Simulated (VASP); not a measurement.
Here is the system:

```yaml
crystal:
  lattice:
    - [0.00000, 2.84403, 2.84403]
    - [2.84403, 0.00000, 2.84403]
    - [2.84403, 2.84403, 0.00000]
  atoms:
    - { symbol: In, position: [0.50000, 0.50000, 0.50000] }
    - { symbol: As, position: [0.00000, 0.00000, 0.00000] }
```

Calculation: r2SCAN meta-GGA, VASP's PBE PAW potentials (set 64) (plane waves; VASP). Settings: 400 eV cut-off, 12×12×12 Γ-centred mesh, tetrahedra with Blöchl corrections, potentials In_d As.

Unless said otherwise, spin-orbit coupling is left out, though it shifts the bands of the heavy elements here.

Q: Estimate the energy per atom (σ→0), band gap (over mesh and band path) with the smallest direct gap where there is one.

A: 
```yaml
band gap (over mesh and band path): none (metal, semimetal or under 0.01 eV)
energy per atom (σ→0): -18.789 eV/atom
```

The absolute energy has meaning only against runs of the same code, potentials and settings.

The structure comes from a computed database's InAs entry (Fm-3m); how it stands against other phases isn't given here. It was relaxed first.
